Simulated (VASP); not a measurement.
Here is the system:

```
CELL_PARAMETERS angstrom
     -3.01917     3.01917     5.48449
      3.01917    -3.01917     5.48449
      3.01917     3.01917    -5.48449
ATOMIC_POSITIONS crystal
  Ga 0.50000 0.50000 0.00000
  Ag 0.25000 0.75000 0.50000
  Sn 0.75000 0.25000 0.50000
  Se 0.64710 0.63460 0.50038
  Se 0.36540 0.86578 0.01250
  Se 0.13422 0.14672 0.49962
  Se 0.85328 0.35290 0.98750
```

Computed with PBEsol GGA, VASP's PBE PAW potentials (set 64) (plane waves; VASP). Numerical set-up: 300 eV cut-off, 3×3×3 Γ-centred mesh, Fermi-Dirac smearing of 0.010 eV, potentials Ga_d Ag Sn_d Se.

At this cut-off the stress carries a Pulay error, which pulls relaxed volumes low. Unless said otherwise, spin-orbit coupling is left out, though it shifts the bands of the heavy elements here.

Question: What does the run give for the energy per atom (σ→0), pressure, largest force, band gap (on the k-mesh) with the smallest direct gap where there is one?

Answer: 
- band gap (on the k-mesh): 0.78 eV
- smallest direct gap (on the k-mesh): 0.78 eV
- energy per atom (σ→0): -4.111 eV/atom
- pressure: -2.52 GPa
- largest force: 0.107 eV/Å

Total energies compare only between runs with the same potentials, cut-off and functional.

The structure comes from a computed database's GaAgSnSe4 entry (I-4); how it stands against other phases isn't given here. The cell was not relaxed at this level. The k-mesh is coarse (spacing up to 0.49 per Å, 2π included), so the numbers may not be converged in it.
